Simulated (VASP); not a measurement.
# Fe (Iron-alpha): structure and properties in VASP, part 3 of 5

How well does PBEsol reproduce what experiment finds for Fe (Iron-alpha)? The cell is relaxed first, and properties follow on it. Left out of this account: 1 further run (phonons: it ended without a result to show). The start is a cell from a database of measured crystal structures.

VASP 6.6.1, plane waves and PAW; the level of theory is named at each step.

Still holding for the runs below: The magnetic order is the lowest of the few collinear ones that converged above; longer or canted patterns were not tried.

So far, largest spin moment in the PAW sphere (μB): step 2 (magnetic order: ferromagnetic) 2.24; step 3 (magnetic order: antiferromagnetic, q = (0, 0, 1/2)) 2.07; step 4 (magnetic order: antiferromagnetic, q = (1/2, 1/2, 1/2)) 1.7; step 6 (relaxing cell and atoms (PBEsol)) 2.04. The relaxed cell has a = 2.783 Å (conventional setting).

**7. Second relaxation**

Level of this step: PBEsol, spin-polarised from a ferromagnetic start (one magnetic atom a cell); plane waves and PAW (Fe) (VASP).

A relaxation keeps the plane waves of the cell it began with, so it is repeated from the new cell, on a basis made for it.

The input, INCAR:

```
SYSTEM = Fe
PREC = Accurate
ENCUT = 400
EDIFF = 1E-06
NELM = 100
ISMEAR = 1
SIGMA = 0.2
LREAL = .FALSE.
ALGO = Normal
GGA = PS
NBANDS = 12
ISPIN = 2
MAGMOM = 2.24
LASPH = .TRUE.
LMAXMIX = 4
LORBIT = 11
LWAVE = .FALSE.
LCHARG = .FALSE.
KPAR = 4
IBRION = 2
NSW = 60
ISIF = 3
EDIFFG = -0.01
```

The input, POSCAR:

```
Fe
1.0
   -1.3912983545      1.3912983545      1.3912983545
    1.3912983545     -1.3912983545      1.3912983545
    1.3912983545      1.3912983545     -1.3912983545
Fe
1
Direct
    0.0000000000      0.0000000000      0.0000000000
```

The input, KPOINTS:

```
Automatic mesh
0
Gamma
13 13 13
0 0 0
```

The projector-augmented-wave data sets are Fe (PBE family, release 64).

Started as:

```console
> mpirun -np 4 vasp_std
```

The program printed:

```text
[... set-up lines as in an earlier step ...]
 entering main loop
       N       E                     dE             d eps       ncg     rms          rms(c)
DAV:   1     0.154151881256E+02    0.15415E+02   -0.33475E+03  4444   0.674E+02
DAV:   2    -0.957123796307E+01   -0.24986E+02   -0.22981E+02  4248   0.119E+02
DAV:   3    -0.101301015813E+02   -0.55886E+00   -0.55747E+00  4700   0.204E+01
DAV:   4    -0.101318665005E+02   -0.17649E-02   -0.17648E-02  4504   0.104E+00
DAV:   5    -0.101318765002E+02   -0.99997E-05   -0.10000E-04  4648   0.809E-02    0.127E+01
DAV:   6    -0.899126896732E+01    0.11406E+01   -0.10925E+01  4516   0.444E+01    0.501E+00
DAV:   7    -0.893738691435E+01    0.53882E-01   -0.57104E-01  4664   0.985E+00    0.323E+00
DAV:   8    -0.892812627087E+01    0.92606E-02   -0.50869E-03  4816   0.475E-01    0.137E+00
DAV:   9    -0.891971600733E+01    0.84103E-02   -0.48041E-03  5312   0.388E-01    0.316E-01
DAV:  10    -0.891949472114E+01    0.22129E-03   -0.52667E-04  4544   0.231E-01    0.815E-02
DAV:  11    -0.891949521669E+01   -0.49555E-06   -0.48506E-05  4532   0.795E-02    0.255E-02
DAV:  12    -0.891949693668E+01   -0.17200E-05   -0.22622E-06  4412   0.204E-02    0.947E-03
DAV:  13    -0.891949915698E+01   -0.22203E-05   -0.12579E-06  3424   0.140E-02    0.192E-03
DAV:  14    -0.891949891931E+01    0.23767E-06   -0.31968E-08  2096   0.184E-03
   1 F= -.89194989E+01 E0= -.89188249E+01  d E =-.891950E+01  mag=     2.0616
 curvature:   0.00 expect dE= 0.000E+00 dE for cont linesearch  0.000E+00
 trial: gam= 0.00000 g(F)=  0.166E-62 g(S)=  0.651E-04 ort = 0.000E+00 (trialstep = 0.100E+01)
 search vector abs. value=  0.651E-04
 bond charge predicted
       N       E                     dE             d eps       ncg     rms          rms(c)
DAV:   1    -0.892023579735E+01   -0.73664E-03   -0.13013E-02  4484   0.171E+00    0.263E-01
DAV:   2    -0.891957134921E+01    0.66445E-03   -0.64145E-03  4560   0.980E-01    0.225E-01
DAV:   3    -0.891950522412E+01    0.66125E-04   -0.38980E-04  4668   0.257E-01    0.850E-02
DAV:   4    -0.891949837063E+01    0.68535E-05   -0.42821E-06  4644   0.277E-02    0.190E-02
DAV:   5    -0.891949332053E+01    0.50501E-05   -0.70629E-06  4572   0.223E-02    0.311E-03
DAV:   6    -0.891949327135E+01    0.49187E-07   -0.23843E-07  2096   0.407E-03
   2 F= -.89194933E+01 E0= -.89188304E+01  d E =0.564796E-05  mag=     2.0577
 trial-energy change:    0.000006  1 .order    0.000006   -0.000065    0.000078
 step:   0.4552(harm=  0.4552)  dis= 0.00000  next Energy=    -8.919514 (dE=-0.148E-04)
 bond charge predicted
       N       E                     dE             d eps       ncg     rms          rms(c)
DAV:   1    -0.891973680572E+01   -0.24349E-03   -0.38730E-03  4476   0.934E-01    0.142E-01
DAV:   2    -0.891953672960E+01    0.20008E-03   -0.18832E-03  4556   0.528E-01    0.120E-01
DAV:   3    -0.891951947069E+01    0.17259E-04   -0.10766E-04  4660   0.135E-01    0.467E-02
DAV:   4    -0.891951698194E+01    0.24887E-05   -0.11073E-06  3772   0.140E-02    0.105E-02
DAV:   5    -0.891951431854E+01    0.26634E-05   -0.21470E-06  3848   0.112E-02    0.161E-03
DAV:   6    -0.891951445263E+01   -0.13409E-06   -0.58892E-08  2024   0.189E-03
   3 F= -.89195145E+01 E0= -.89188447E+01  d E =-.155333E-04  mag=     2.0598
 curvature:  -0.23 expect dE=-0.650E-07 dE for cont linesearch -0.650E-07
 trial: gam= 0.00000 g(F)=  0.685E-63 g(S)=  0.286E-06 ort =-0.431E-05 (trialstep = 0.891E+00)
 search vector abs. value=  0.286E-06
 reached required accuracy - stopping structural energy minimisation
```

It took 7 s on 4 MPI ranks of Intel Xeon Platinum 8488C (Sapphire Rapids), shared host; peak memory 0.51 GiB.

OUTCAR, selected parts (step 7):

```text
   ENCUT  =  400.0 eV  29.40 Ry    5.42 a.u.   3.93  3.93  3.93*2*pi/ulx,y,z

   NELECT =       8.0000    total number of electrons

 E-fermi :   6.3021

 spin component 1
 k-point     1 :       0.0000    0.0000    0.0000
  band No.  band energies     occupation
    ...
      2       3.8492      1.00000
      3       3.8492      1.00000
      4       3.8492      1.00000
      5       5.2139      1.00000
      6       5.2139      1.00000
      7      31.7105      0.00000
      8      31.7105      0.00000
      9      31.7105      0.00000
     10      37.1769      0.00000
     11      37.1769      0.00000
    ...

 k-point     2 :       0.0769    0.0000    0.0000
  band No.  band energies     occupation
    ...
      2       3.7758      1.00000
      3       3.8416      1.00000
      4       3.9926      1.00000
      5       5.1423      1.00000
      6       5.2203      1.00000
      7      30.2274      0.00000
      8      31.3552      0.00000
      9      31.5789      0.00000
     10      36.4376      0.00000
     11      37.2164      0.00000
    ...

  Total        0.0014048      0.0014048      0.0014048      0.0000000     -0.0000000      0.0000000
  in kB        0.2092211      0.2092211      0.2092211      0.0000000     -0.0000000      0.0000000
  external PRESSURE =       0.2092211 kB  Pullay stress =       0.0000000 kB

 POSITION                                       TOTAL-FORCE (eV/Angst)
 -----------------------------------------------------------------------------------
      0.00000      0.00000      0.00000        -0.000000     -0.000000      0.000000
 -----------------------------------------------------------------------------------
    total drift:                                0.000000     -0.000000      0.000000

  FREE ENERGIE OF THE ION-ELECTRON SYSTEM (eV)
  ---------------------------------------------------
  free  energy   TOTEN  =        -8.9195144526 eV

  energy  without entropy=       -8.9175051763  energy(sigma->0) =       -8.91884469

 magnetization (x)
# of ion       s       p       d       tot
------------------------------------------
    1       -0.013  -0.051   2.105   2.041

[... 5 parts as in an earlier step ...]

[... 17 further parts left out ...]
```

CONTCAR:

```
Fe
   1.00000000000000
    -1.3906505363851605    1.3906505363851605    1.3906505363851605
     1.3906505363851605   -1.3906505363851605    1.3906505363851605
     1.3906505363851605    1.3906505363851605   -1.3906505363851605
  Fe
     1
Direct
     0.0000000000000000    0.0000000000000000    0.0000000000000000
```

Little changed from the start: no atom moved by 0.005 Å and no cell edge by 0.1 %.

This step gave:

| Quantity | Value |
| --- | --- |
| free energy (TOTEN) | -8.920 eV |
| energy at zero smearing | -8.919 eV |
| Fermi energy | 6.302 eV |
| pressure | 0.02092 GPa |
| moment of the cell, from the last line of the log | 2.060 μB |
| SCF cycles over all ionic steps | 26 |

It ends with forces that vanish by symmetry and a pressure of 0.02 GPa. The volume moved by only 0.14 %, so the volume is settled.

**8. Density, ELF and potential (PBEsol)**

The relaxed cell gets a fresh self-consistent run, on a basis set for its own volume, to fix the density and to check the remaining stress.

Edit INCAR of step 7 so:

```diff
@@ -17,7 +17,5 @@
 LWAVE = .FALSE.
-LCHARG = .FALSE.
-KPAR = 4
-IBRION = 2
-NSW = 60
-ISIF = 3
-EDIFFG = -0.01
+LCHARG = .TRUE.
+ISIF = 2
+LELF = .TRUE.
+LVHAR = .TRUE.
```

The input, POSCAR:

```
Fe
1.0
   -1.3906505364      1.3906505364      1.3906505364
    1.3906505364     -1.3906505364      1.3906505364
    1.3906505364      1.3906505364     -1.3906505364
Fe
1
Direct
    0.0000000000      0.0000000000      0.0000000000
```

KPOINTS is that of step 7.

Started as:

```console
> mpirun -np 4 vasp_std
```

The program printed:

```text
[banner, memory and clock lines left out]
running    4 mpi-ranks, on    1 nodes
 distrk:  each k-point on    4 cores,    1 groups
 distr:  one band on    1 cores,    4 groups

 POSCAR found type information on POSCAR Fe
 POSCAR found :  1 types and       1 ions
 [... a notice as in an earlier step ...]

 LDA part: xc-table for (Slater+PW92), standard interpolation
 POSCAR, INCAR and KPOINTS ok, starting setup
 FFT: planning ... GRIDC
 FFT: planning ... GRID_SOFT
 FFT: planning ... GRID
 WAVECAR not read
 entering main loop
       N       E                     dE             d eps       ncg     rms          rms(c)
DAV:   1     0.147709745576E+02    0.14771E+02   -0.33504E+03  4508   0.671E+02
DAV:   2    -0.957017139106E+01   -0.24341E+02   -0.22484E+02  4256   0.117E+02
DAV:   3    -0.101292116881E+02   -0.55904E+00   -0.55509E+00  4700   0.204E+01
DAV:   4    -0.101309566083E+02   -0.17449E-02   -0.17447E-02  4536   0.103E+00
DAV:   5    -0.101309670468E+02   -0.10438E-04   -0.10438E-04  4628   0.811E-02    0.127E+01
DAV:   6    -0.899069671379E+01    0.11403E+01   -0.10891E+01  4524   0.443E+01    0.499E+00
DAV:   7    -0.893740788186E+01    0.53289E-01   -0.56523E-01  4640   0.981E+00    0.322E+00
DAV:   8    -0.892811972091E+01    0.92882E-02   -0.51022E-03  4836   0.475E-01    0.138E+00
DAV:   9    -0.891970353097E+01    0.84162E-02   -0.48002E-03  5296   0.389E-01    0.317E-01
DAV:  10    -0.891948835962E+01    0.21517E-03   -0.53391E-04  4532   0.233E-01    0.820E-02
DAV:  11    -0.891948824512E+01    0.11449E-06   -0.49073E-05  4536   0.806E-02    0.253E-02
DAV:  12    -0.891948996889E+01   -0.17238E-05   -0.23212E-06  4436   0.207E-02    0.962E-03
DAV:  13    -0.891949215840E+01   -0.21895E-05   -0.12644E-06  3476   0.142E-02    0.188E-03
DAV:  14    -0.891949193366E+01    0.22474E-06   -0.31403E-08  2092   0.180E-03
   1 F= -.89194919E+01 E0= -.89188222E+01  d E =-.200922E-02  mag=     2.0598
```

Elapsed: 5 s, on 4 MPI ranks; peak memory 0.4 GiB.

From OUTCAR (step 8):

```text
   NELECT =       8.0000    total number of electrons

 E-fermi :   6.3020

 spin component 1
 k-point     1 :       0.0000    0.0000    0.0000
  band No.  band energies     occupation
    ...
      2       3.8491      1.00000
      3       3.8491      1.00000
      4       3.8491      1.00000
      5       5.2138      1.00000
      6       5.2138      1.00000
      7      31.7105      0.00000
      8      31.7105      0.00000
      9      31.7105      0.00000
     10      37.1769      0.00000
     11      37.1769      0.00000
    ...

 k-point     2 :       0.0769    0.0000    0.0000
  band No.  band energies     occupation
    ...
      2       3.7758      1.00000
      3       3.8416      1.00000
      4       3.9925      1.00000
      5       5.1422      1.00000
      6       5.2202      1.00000
      7      30.2274      0.00000
      8      31.3552      0.00000
      9      31.5789      0.00000
     10      36.4376      0.00000
     11      37.2164      0.00000
    ...

  Total        0.0006819      0.0006819      0.0006819      0.0000000      0.0000000      0.0000000
  in kB        0.1015593      0.1015593      0.1015593      0.0000000      0.0000000      0.0000000
  external PRESSURE =       0.1015593 kB  Pullay stress =       0.0000000 kB

 POSITION                                       TOTAL-FORCE (eV/Angst)
 -----------------------------------------------------------------------------------
      0.00000      0.00000      0.00000        -0.000000      0.000000      0.000000
 -----------------------------------------------------------------------------------
    total drift:                                0.000000      0.000000      0.000000

  FREE ENERGIE OF THE ION-ELECTRON SYSTEM (eV)
  ---------------------------------------------------
  free  energy   TOTEN  =        -8.9194919337 eV

  energy  without entropy=       -8.9174827144  energy(sigma->0) =       -8.91882219

[... 8 parts as in an earlier step ...]

[... 15 further parts left out ...]
```

With spin, VASP writes an ELF for each channel.

Numbers from this step:

```
free energy (TOTEN) : -8.919 eV
pressure            : 0.01016 GPa
```

Valence electrons inside each PAW sphere by angular momentum. Sphere charges, by row:

```tsv
atom	s (e)	p (e)	d (e)	tot (e)
Fe1	0.514	0.595	6.283	7.392
```

Spin density in the ac plane of the conventional cell at fractional y = 0.000, with atoms of Fe within 0.2 Å of it.

Ten even steps from '0' (0.0 e/Å³) to '9' (3.3 e/Å³), each cell a mean:
```
87420000000257
64210000000135
32100000000012
10000000000000
00000000000000
00000000000000
00000000000000
00000000000000
00000000000000
00000000000000
22100000000012
54210000000124
86420000000247
98520000001368
```
Columns run along a (2.8 Å), rows up along c (2.8 Å), edges of the conventional cell, whose origin can differ from the input's. Atoms in or near the plane, at fractional coordinates: Fe at (0.00, 0.00).

Electrostatic potential energy in the ac plane of the conventional cell at fractional y = 0.000, with atoms of Fe within 0.2 Å of it. With pseudopotentials it is smooth inside the atoms' cores, unlike the true potential.

Ten even steps from '0' (-29 eV) to '9' (1 eV), each cell a mean:
```
00135899975210
01246899986321
23457999997532
45678999998765
77899999999987
99999999999999
99999999999999
99999999999999
88899999999988
55689999998765
33468999997543
01246899986421
00135899975310
00035899974200
```
Columns run along a (2.8 Å; values clipped at the 3rd and 97th percentile), rows up along c (2.8 Å), edges of the conventional cell, whose origin can differ from the input's. Atoms in or near the plane, at fractional coordinates: Fe at (0.00, 0.00).

Valence density in the ac plane of the conventional cell at fractional y = 0.000, with atoms of Fe within 0.2 Å of it. It is the smooth field of the valence electrons, not physical close to the nuclei.

Ten even steps from '_' (0.3 e/Å³) to '@' (8.1 e/Å³), each cell a mean:
```
%%##==..______________::==##
++==::..______________..--==
::::..__________________..::
____________________________
____________________________
____________________________
____________________________
____________________________
____________________________
____________________________
....____________________....
====::________________..::==
%%**==..______________::==##
@@%%==..______________::++%%
```
Columns run along a (2.8 Å), rows up along c (2.8 Å), edges of the conventional cell, whose origin can differ from the input's. Atoms in or near the plane, at fractional coordinates: Fe at (0.00, 0.00).

In this run the pressure is 0.01 GPa, small enough to go on.

(Part 3 of 5 ends here.)

[Lines on the potential files, build, host, timing and source positions are cut from VASP's logs without a mark.]

[Logs are printed without paths, hosts, clocks, repeated set-up lines and the standing remarks that a program may print on its own settings, such as how far it seeks lower states.]

[Hosts, paths, dates, database ids (printed as entryN), source tags and the programs' standing remarks are cut or masked in the printed files.]

[A measured line is paired with the nearest computed mode of its activity, which favours agreement.]
